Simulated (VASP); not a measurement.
Calculation: LDA (Ceperley-Alder, Perdew-Zunger), VASP's LDA PAW potentials (set 64) (plane waves; VASP 6.6.1).

Input for VASP

File KPOINTS:
```
k-points along high-symmetry lines
15
Line-mode
Reciprocal
  0.000000   0.000000   0.000000 ! GAMMA
  0.000000   0.500000   0.000000 ! X

  0.000000   0.500000   0.000000 ! X
  0.500000   0.500000   0.000000 ! M

  0.500000   0.500000   0.000000 ! M
  0.000000   0.000000   0.000000 ! GAMMA

  0.000000   0.000000   0.000000 ! GAMMA
  0.500000   0.500000   0.500000 ! R

  0.500000   0.500000   0.500000 ! R
  0.000000   0.500000   0.000000 ! X

  0.500000   0.500000   0.500000 ! R
  0.500000   0.500000   0.000000 ! M
```

### POSCAR
```
TiCo
1
    2.9013106980     0.0000000000     0.0000000000
    0.0000000000     2.9013106980     0.0000000000
    0.0000000000     0.0000000000     2.9013106980
Ti Co
1 1
Direct
  0.0000000000   0.0000000000   0.0000000000
  0.5000000000   0.5000000000   0.5000000000
```

### INCAR
```
# general
SYSTEM  = TiCo
PREC    = Accurate
ENCUT   = 520
LREAL   = F
LASPH   = T
ICHARG  = 11

# electronic loop
EDIFF   = 1E-7
NELM    = 100
ALGO    = Normal
LMAXMIX = 4

# smearing
ISMEAR  = 0
SIGMA   = 0.05

# output
LWAVE   = F
LCHARG  = F
LORBIT  = 11
```

POTCAR, in this order: Ti_sv Co (LDA.64 set). Program: vasp_std. Read from the step before: CHGCAR.

The run wrote:

### OSZICAR
```
       N       E                     dE             d eps       ncg     rms          rms(c)
DAV:   1     0.151631605103E+03    0.15163E+03   -0.10866E+04  2520   0.195E+03
DAV:   2    -0.833280343303E+01   -0.15996E+03   -0.15700E+03  2610   0.413E+02
DAV:   3    -0.177031930541E+02   -0.93704E+01   -0.92704E+01  4000   0.108E+02
DAV:   4    -0.179582764998E+02   -0.25508E+00   -0.25387E+00  3086   0.147E+01
DAV:   5    -0.179696596597E+02   -0.11383E-01   -0.11382E-01  3592   0.274E+00
DAV:   6    -0.179698579224E+02   -0.19826E-03   -0.19826E-03  3112   0.334E-01
DAV:   7    -0.179698638146E+02   -0.58922E-05   -0.58932E-05  3752   0.541E-02
DAV:   8    -0.179698639181E+02   -0.10356E-06   -0.10344E-06  3028   0.658E-03
DAV:   9    -0.179698639210E+02   -0.28672E-08   -0.23240E-08  2006   0.107E-03
   1 F= -.17969864E+02 E0= -.17967544E+02  d E =-.463915E-02
```

File OUTCAR:
```
 val. band max:       10.5673141251   @ k =   0.4643   0.4643   0.0000

 cond. band min:      10.5905282665   @ k =   0.5000   0.5000   0.2500



 k-point     1 :       0.0000    0.0000    0.0000
  band No.  band energies     occupation
      1     -45.5588      2.00000
      2     -21.9997      2.00000
      3     -21.9997      2.00000
      4     -21.9997      2.00000
      5       2.8722      2.00000
      6       6.5706      2.00000
      7       6.5706      2.00000
      8       9.1922      2.00000
      9       9.1922      2.00000
     10       9.1922      2.00000
     11      11.6327      0.00000
     12      11.6327      0.00000
     13      13.8282      0.00000
     14      13.8282      0.00000

 k-point     2 :       0.0000    0.0357    0.0000
  band No.  band energies     occupation
      1     -45.5582      2.00000
      2     -22.0050      2.00000
      3     -21.9993      2.00000
      4     -21.9993      2.00000
      5       2.8998      2.00000
      6       6.5831      2.00000
      7       6.5849      2.00000
      8       9.1903      2.00000
      9       9.1903      2.00000
     10       9.1975      2.00000
     11      11.6176      0.00000
     12      11.6390      0.00000
     13      13.7865      0.00000
     14      13.8166      0.00000

 k-point     3 :       0.0000    0.0714    0.0000
  band No.  band energies     occupation
      1     -45.5564      2.00000
      2     -22.0208      2.00000
      3     -21.9982      2.00000
      4     -21.9982      2.00000
      5       2.9822      2.00000
      6       6.6205      2.00000
      7       6.6272      2.00000
      8       9.1849      2.00000
      9       9.1849      2.00000
     10       9.2131      2.00000
     11      11.5724      0.00000
     12      11.6571      0.00000
     13      13.6670      0.00000
     14      13.6671      0.00000

 k-point     4 :       0.0000    0.1071    0.0000
  band No.  band energies     occupation
      1     -45.5535      2.00000
...
```

The density is held fixed in this step, so its total energy and stress have no physical meaning.

The compound is TiCo in the CsCl type structure. It was relaxed first, which changed the volume by -9 %. The run is not spin-polarised, so no magnetic state was tried. The electron count is odd and the run is not spin-polarised, which forces a metal.
